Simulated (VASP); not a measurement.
Input:

```
FeNi3
1.0
    3.46845     0.00000     0.00000
    0.00000     3.46845     0.00000
    0.00000     0.00000     3.46845
Fe Ni
1 3
Direct
  0.00000   0.00000   0.00000
  0.00000   0.50000   0.50000
  0.50000   0.00000   0.50000
  0.50000   0.50000   0.00000
```
Starting moments (μB, in the order of the record's atoms Fe Ni Ni Ni): 3.2 0.7 0.7 0.7.

Computed with r2SCAN+rVV10, VASP's PBE PAW potentials (set 64) (plane waves; VASP). Numerical set-up: 520 eV cut-off, 9×9×9 Γ-centred mesh, first-order Methfessel-Paxton smearing of 0.10 eV, potentials Fe Ni.

Task: Give the stress tensor in GPa (positive for a compressed cell).

Result: 
```
7.25  0.00  0.00
0.00  7.25  0.00
0.00  0.00  7.25
```
The pressure is its mean diagonal, 7.25 GPa.

The compound is Ni3Fe in the L1_2 structure. This cell is one point of a volume scan, at 0.97 of the reference volume.
